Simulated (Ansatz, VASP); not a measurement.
**Ge (Ge(110)) in two plane-wave programs**

Aim: how closely do two programs agree when they are given the same cell, functional and k mesh? The structure shown is the end of the VASP relaxation below.

Main program and level: Ansatz 0.2.0; plane waves, with VASP 6.6.1 beside it; single point at PBE.

### 1. Starting point

The cell holds 18 atoms: 18 Ge. Its edges and angles: a = 4.052 Å, b = 5.731 Å, c = 32.458 Å, α = 90.0°, β = 90.0°, γ = 90.0°. It derives from Ge. As first built, before any earlier steps moved the atoms (in the runner's words): 9 layers, strained by -1 % in the plane. Vacuum lies along c.

### 2. VASP: relaxation, PBE

This run makes the geometry at which the two programs are then compared.

Lines of VASP's logs that name or quote its potential files are left out, and so is its time.

INCAR

```
SYSTEM = Ge
PREC = Normal
ENCUT = 320
EDIFF = 1E-05
NELM = 120
ISMEAR = 0
SIGMA = 0.03
LREAL = Auto
ALGO = Fast
GGA = PE
NBANDS = 54
LORBIT = 11
LWAVE = .FALSE.
LCHARG = .FALSE.
KPAR = 2
NCORE = 2
IBRION = 2
NSW = 60
ISIF = 2
EDIFFG = -0.03
POTIM = 0.4
MAXMIX = 40
IDIPOL = 3
LDIPOL = .TRUE.
DIPOL = 0.5 0.5 0.5
```

POSCAR

```
Ge
1.0
    4.0524922713      0.0000000000      0.0000000000
    0.0000000000      5.7310895316      0.0000000000
    0.0000000000      0.0000000000     32.4582320272
Ge
18
Direct
    0.7500000000      0.3750000000      0.7535294000
    0.2500000000      0.6250000000      0.7535294000
    0.2500000000      0.8750000000      0.6901470500
    0.7500000000      0.1250000000      0.6901470500
    0.7500000000      0.3750000000      0.6267647000
    0.2500000000      0.6250000000      0.6267647000
    0.2500000000      0.8750000000      0.5633823500
    0.7500000000      0.1250000000      0.5633823500
    0.7500000000      0.3750000000      0.5000000000
    0.2500000000      0.6250000000      0.5000000000
    0.2500000000      0.8750000000      0.4366176500
    0.7500000000      0.1250000000      0.4366176500
    0.7500000000      0.3750000000      0.3732353000
    0.2500000000      0.6250000000      0.3732353000
    0.2500000000      0.8750000000      0.3098529500
    0.7500000000      0.1250000000      0.3098529500
    0.7500000000      0.3750000000      0.2464706000
    0.2500000000      0.6250000000      0.2464706000
```

KPOINTS

```
Automatic mesh
0
Gamma
6 4 1
0 0 0
```

PAW data sets: Ge (PBE family, release 64).

The run is started by

```bash
> mpirun -np 4 vasp_std
```

Numbers of over 12 decimals in the logs are rounded to 6 here.

Log:

```text
[banner, memory and clock lines left out]
running    4 mpi-ranks, on    1 nodes
 distrk:  each k-point on    2 cores,    2 groups
 distr:  one band on    2 cores,    1 groups

 POSCAR found type information on POSCAR Ge
 POSCAR found :  1 types and      18 ions
 LDA part: xc-table for (Slater+PW92), standard interpolation
 POSCAR, INCAR and KPOINTS ok, starting setup
 FFT: planning ... GRIDC
 FFT: planning ... GRID_SOFT
 FFT: planning ... GRID
 WAVECAR not read
 entering main loop
       N       E                     dE             d eps       ncg     rms          rms(c)
DAV:   1     0.282304227107E+03    0.28230E+03   -0.18296E+04  1296   0.685E+02
DAV:   2    -0.456523889665E+02   -0.32796E+03   -0.31690E+03  1748   0.146E+02
DAV:   3    -0.768237587462E+02   -0.31171E+02   -0.30533E+02  1592   0.471E+01
DAV:   4    -0.778319048791E+02   -0.10081E+01   -0.10017E+01  1768   0.898E+00
DAV:   5    -0.778553819797E+02   -0.23477E-01   -0.23459E-01  1696   0.129E+00    0.810E+00
RMM:   6    -0.773861308390E+02    0.46925E+00   -0.30111E-01  1296   0.136E+00    0.487E+00
RMM:   7    -0.776497622560E+02   -0.26363E+00   -0.78035E-01  1321   0.201E+00    0.187E+00
RMM:   8    -0.771275158128E+02    0.52225E+00   -0.20667E-01  1329   0.105E+00    0.365E-01
RMM:   9    -0.771331241159E+02   -0.56083E-02   -0.40981E-02  1356   0.488E-01    0.221E-01
RMM:  10    -0.771322541526E+02    0.86996E-03   -0.53967E-03  1336   0.225E-01    0.785E-02
RMM:  11    -0.771327371460E+02   -0.48299E-03   -0.16698E-03  1332   0.126E-01    0.335E-02
RMM:  12    -0.771329356093E+02   -0.19846E-03   -0.88126E-04  1315   0.764E-02    0.185E-02
RMM:  13    -0.771331502667E+02   -0.21466E-03   -0.27867E-04  1314   0.382E-02    0.980E-03
RMM:  14    -0.771333645976E+02   -0.21433E-03   -0.10448E-04  1107   0.226E-02    0.470E-03
RMM:  15    -0.771334457959E+02   -0.81198E-04   -0.47223E-05   960   0.135E-02    0.289E-03
RMM:  16    -0.771334750036E+02   -0.29208E-04   -0.14251E-05   897   0.677E-03    0.181E-03
RMM:  17    -0.771335340671E+02   -0.59063E-04   -0.58221E-06   779   0.467E-03    0.111E-03
RMM:  18    -0.771335640522E+02   -0.29985E-04   -0.22499E-06   554   0.298E-03    0.750E-04
RMM:  19    -0.771335786112E+02   -0.14559E-04   -0.88836E-07   473   0.250E-03    0.330E-04
RMM:  20    -0.771335884882E+02   -0.98770E-05   -0.69244E-07   471   0.244E-03
   1 F= -.77133588E+02 E0= -.77129423E+02  d E =-.771336E+02
[... from here on, the cycles between the ionic steps are left out ...]
   2 F= -.77152291E+02 E0= -.77148030E+02  d E =-.187024E-01
   3 F= -.77156365E+02 E0= -.77152033E+02  d E =-.227765E-01
   4 F= -.77156430E+02 E0= -.77152103E+02  d E =-.228420E-01
  10 F= -.77162027E+02 E0= -.77158070E+02  d E =-.161510E-02
  11 F= -.77160895E+02 E0= -.77157125E+02  d E =-.482776E-03
  12 F= -.77162180E+02 E0= -.77158262E+02  d E =-.176821E-02
  13 F= -.77162524E+02 E0= -.77158605E+02  d E =-.343591E-03
  14 F= -.77163390E+02 E0= -.77159476E+02  d E =-.120992E-02
  15 F= -.77163985E+02 E0= -.77160111E+02  d E =-.180448E-02
  16 F= -.77164765E+02 E0= -.77160842E+02  d E =-.780527E-03
  17 F= -.77166452E+02 E0= -.77162385E+02  d E =-.246742E-02
  18 F= -.77166475E+02 E0= -.77162100E+02  d E =-.248982E-02
  19 F= -.77166967E+02 E0= -.77162773E+02  d E =-.298193E-02
  20 F= -.77167803E+02 E0= -.77163583E+02  d E =-.836361E-03
 trial-energy change:   -0.000836  1 .order   -0.000765   -0.000988   -0.000541
 step:   1.4735(harm=  2.1756)  dis= 0.00422  next Energy=   -77.167946 (dE=-0.979E-03)
 bond charge predicted
       N       E                     dE             d eps       ncg     rms          rms(c)
DAV:   1    -0.771679524220E+02   -0.15011E-03   -0.54526E-03  1468   0.221E-01    0.709E-02
RMM:   2    -0.771679825593E+02   -0.30137E-04   -0.32049E-04  1290   0.521E-02    0.663E-02
RMM:   3    -0.771680033559E+02   -0.20797E-04   -0.57040E-05  1029   0.215E-02    0.698E-02
RMM:   4    -0.771679941666E+02    0.91893E-05   -0.10037E-05   799   0.888E-03
  21 F= -.77167994E+02 E0= -.77163769E+02  d E =-.102726E-02
 curvature:  -1.90 expect dE=-0.595E-03 dE for cont linesearch -0.107E-03
 trial: gam=-0.17243 g(F)=  0.313E-03 g(S)=  0.000E+00 ort = 0.388E-03 (trialstep = 0.108E+01)
 search vector abs. value=  0.259E-03
 reached required accuracy - stopping structural energy minimisation
```

OUTCAR, selected parts (step 2):

```text
ion  position               nearest neighbor table
   1  0.750  0.375  0.754-   2 2.48   2 2.48   4 2.51
   2  0.250  0.625  0.754-   1 2.48   1 2.48   3 2.51
   3  0.250  0.875  0.690-   4 2.48   4 2.48   6 2.51   2 2.51
   4  0.750  0.125  0.690-   3 2.48   3 2.48   5 2.51   1 2.51
   5  0.750  0.375  0.627-   6 2.48   6 2.48   4 2.51   8 2.51
   6  0.250  0.625  0.627-   5 2.48   5 2.48   3 2.51   7 2.51
   7  0.250  0.875  0.563-   8 2.48   8 2.48  10 2.51   6 2.51
   8  0.750  0.125  0.563-   7 2.48   7 2.48   9 2.51   5 2.51
   9  0.750  0.375  0.500-  10 2.48  10 2.48  12 2.51   8 2.51
  10  0.250  0.625  0.500-   9 2.48   9 2.48  11 2.51   7 2.51
  11  0.250  0.875  0.437-  12 2.48  12 2.48  10 2.51  14 2.51
  12  0.750  0.125  0.437-  11 2.48  11 2.48   9 2.51  13 2.51
  13  0.750  0.375  0.373-  14 2.48  14 2.48  16 2.51  12 2.51
  14  0.250  0.625  0.373-  13 2.48  13 2.48  15 2.51  11 2.51
  15  0.250  0.875  0.310-  16 2.48  16 2.48  18 2.51  14 2.51
  16  0.750  0.125  0.310-  15 2.48  15 2.48  17 2.51  13 2.51
  17  0.750  0.375  0.246-  18 2.48  18 2.48  16 2.51
  18  0.250  0.625  0.246-  17 2.48  17 2.48  15 2.51

  LATTYP: Found a simple orthorhombic cell.
 ALAT       =     4.0524922713
 B/A-ratio  =     1.4142135624
 C/A-ratio  =     8.0094494583

 Subroutine GETGRP returns: Found  8 space group operations
 (whereof  4 operations were pure point group operations)

The static configuration has the point symmetry C_2h.
 The point group associated with its full space group is D_2h.

 Found     12 irreducible k-points:

   k-points           NKPTS =     12   k-points in BZ     NKDIM =     12   number of bands    NBANDS=     54

   dimension x,y,z NGX =    18 NGY =   28 NGZ =  144
   dimension x,y,z NGXF=    36 NGYF=   56 NGZF=  288

   ENCUT  =  320.0 eV  23.52 Ry    4.85 a.u.   5.91  8.36 47.34*2*pi/ulx,y,z

   NELECT =      72.0000    total number of electrons

 k-points in reciprocal lattice and weights: Automatic mesh
   0.00000000  0.00000000  0.00000000       0.042
   0.16666667  0.00000000  0.00000000       0.083
   0.33333333  0.00000000  0.00000000       0.083
   0.50000000  0.00000000  0.00000000       0.042
   0.00000000  0.25000000  0.00000000       0.083
   0.16666667  0.25000000  0.00000000       0.167
   0.33333333  0.25000000  0.00000000       0.167
   0.50000000  0.25000000  0.00000000       0.083
   0.00000000  0.50000000  0.00000000       0.042
   0.16666667  0.50000000  0.00000000       0.083
   0.33333333  0.50000000  0.00000000       0.083
   0.50000000  0.50000000  0.00000000       0.042

 dipolmoment           0.000000      0.000000      0.000000 electrons x Angstroem

 average (electrostatic) potential at core
       1 -36.5892       2 -36.5892       3 -36.8394       4 -36.8394       5 -36.8858
       6 -36.8858       7 -36.8503       8 -36.8503       9 -36.8765      10 -36.8765
      11 -36.8503      12 -36.8503      13 -36.8858      14 -36.8858      15 -36.8394
      16 -36.8394      17 -36.5892      18 -36.5892

 E-fermi :  -0.3329

 k-point     1 :       0.0000    0.0000    0.0000
  band No.  band energies     occupation
    ...
     29      -1.3846      2.00000
     30      -1.2477      2.00000
     31      -1.0121      2.00000
     32      -0.8955      2.00000
     33      -0.4778      2.00000
     34      -0.1655      0.00000
     35      -0.0890      0.00000
     36      -0.0624      0.00000
     37       0.1264      0.00000
     38       0.3752      0.00000
    ...

 k-point     2 :       0.1667    0.0000    0.0000
  band No.  band energies     occupation
    ...
     32      -1.5276      2.00000
     33      -1.2124      2.00000
     34      -1.1069      2.00000
     35      -0.3730      1.94139
     36      -0.3306      0.91448
     37      -0.0616      0.00000
     38       0.4684      0.00000
     39       1.3097      0.00000
     40       1.6546      0.00000
     41       1.6752      0.00000
    ...

 k-point     3 :       0.3333    0.0000    0.0000
  band No.  band energies     occupation
    ...
     32      -2.3084      2.00000
     33      -2.1248      2.00000
     34      -1.5253      2.00000
     35      -0.7186      2.00000
     36      -0.6587      2.00000
     37      -0.1007      0.00000
     38       0.1543      0.00000
     39       0.8702      0.00000
     40       0.9765      0.00000
     41       1.5443      0.00000
    ...

  Total        3.7271567      0.4408919      0.6909870      0.0000000      0.0000000      0.0000000
  in kB        7.9214372      0.9370406      1.4685752      0.0000000      0.0000000      0.0000000
  external PRESSURE =       3.4423510 kB  Pullay stress =       0.0000000 kB

  energy-cutoff  :      320.00
  volume of cell :      753.85
      direct lattice vectors                 reciprocal lattice vectors
     4.052492271  0.000000000  0.000000000     0.246761729  0.000000000  0.000000000
     0.000000000  5.731089532  0.000000000     0.000000000  0.174486892  0.000000000
     0.000000000  0.000000000 32.458232027     0.000000000  0.000000000  0.030808825

 POSITION                                       TOTAL-FORCE (eV/Angst)
 -----------------------------------------------------------------------------------
      3.03937      2.16267     24.50730         0.000000      0.008345     -0.007699
      1.01312      3.56842     24.50730        -0.000000     -0.008345     -0.007699
      1.01312      4.98163     22.44681         0.000000      0.022827      0.017751
      3.03937      0.74946     22.44681         0.000000     -0.022827      0.017751
      3.03937      2.13681     20.35510         0.000000     -0.019082      0.014278
      1.01312      3.59428     20.35510        -0.000000      0.019082      0.014278
      1.01312      5.00367     18.28601         0.000000      0.017757      0.002027
      3.03937      0.72742     18.28601        -0.000000     -0.017757      0.002027
      3.03937      2.14731     16.22912         0.000000     -0.018741      0.000000
      1.01312      3.58378     16.22912         0.000000      0.018741      0.000000
      1.01312      5.00367     14.17222         0.000000      0.017757     -0.002027
      3.03937      0.72742     14.17222         0.000000     -0.017757     -0.002027
      3.03937      2.13681     12.10313         0.000000     -0.019082     -0.014278
      1.01312      3.59428     12.10313        -0.000000      0.019082     -0.014278
      1.01312      4.98163     10.01142         0.000000      0.022827     -0.017751
      3.03937      0.74946     10.01142         0.000000     -0.022827     -0.017751
      3.03937      2.16267      7.95093         0.000000      0.008345      0.007699
      1.01312      3.56842      7.95093         0.000000     -0.008345      0.007699
 -----------------------------------------------------------------------------------
    total drift:                                0.000000     -0.000000      0.000000

  FREE ENERGIE OF THE ION-ELECTRON SYSTEM (eV)
  ---------------------------------------------------
  free  energy   TOTEN  =       -77.1679941666 eV

  energy  without entropy=      -77.1595447887  energy(sigma->0) =      -77.16376948

 reached required accuracy - stopping structural energy minimisation

 vacuum level on the upper side and lower side of the slab         4.433         4.433

 total charge
# of ion       s       p       d       tot
------------------------------------------
    1        1.196   1.082   0.042   2.320
    2        1.196   1.082   0.042   2.320
    3        1.164   1.145   0.053   2.363
    4        1.164   1.145   0.053   2.363
    5        1.152   1.179   0.053   2.385
    6        1.152   1.179   0.053   2.385
    7        1.144   1.197   0.053   2.394
    8        1.144   1.197   0.053   2.394
    9        1.141   1.202   0.055   2.398
   10        1.141   1.202   0.055   2.398
   11        1.144   1.197   0.053   2.394
   12        1.144   1.197   0.053   2.394
   13        1.152   1.179   0.053   2.385
   14        1.152   1.179   0.053   2.385
   15        1.164   1.145   0.053   2.363
   16        1.164   1.145   0.053   2.363
   17        1.196   1.082   0.042   2.320
   18        1.196   1.082   0.042   2.320
--------------------------------------------------
tot         20.904  20.821   0.917  42.642

[... 3 further parts left out ...]
```

CONTCAR:

```
Ge
   1.00000000000000
     4.0524922713000002    0.0000000000000000    0.0000000000000000
     0.0000000000000000    5.7310895316000003    0.0000000000000000
     0.0000000000000000    0.0000000000000000   32.4582320271999976
  Ge
    18
Direct
     0.7500000000000000    0.3773582208755529    0.7550411422417753
     0.2500000000000000    0.6226417791244468    0.7550411422417753
     0.2500000000000000    0.8692288466375273    0.6915599529882007
     0.7500000000000000    0.1307711533624725    0.6915599529882007
     0.7500000000000000    0.3728455134364337    0.6271168643753926
     0.2500000000000000    0.6271544865635664    0.6271168643753926
     0.2500000000000000    0.8730740347415056    0.5633706273723759
     0.7500000000000000    0.1269259652584943    0.5633706273723759
     0.7500000000000000    0.3746776491081771    0.5000000000000000
     0.2500000000000000    0.6253223508918226    0.5000000000000000
     0.2500000000000000    0.8730740347415056    0.4366293726276243
     0.7500000000000000    0.1269259652584943    0.4366293726276243
     0.7500000000000000    0.3728455134364337    0.3728831356246076
     0.2500000000000000    0.6271544865635664    0.3728831356246076
     0.2500000000000000    0.8692288466375273    0.3084400470117997
     0.7500000000000000    0.1307711533624725    0.3084400470117997
     0.7500000000000000    0.3773582208755529    0.2449588577582246
     0.2500000000000000    0.6226417791244468    0.2449588577582246
```

[end of part 1 of 2]

[Lines on the potential files, build, host, timing and source positions are cut from VASP's logs without a mark.]

[Logs are printed without paths, hosts, clocks, repeated set-up lines and the standing remarks that a program may print on its own settings, such as how far it seeks lower states.]

[Hosts, paths, dates, database ids (printed as entryN), source tags and the programs' standing remarks are cut or masked in the printed files.]
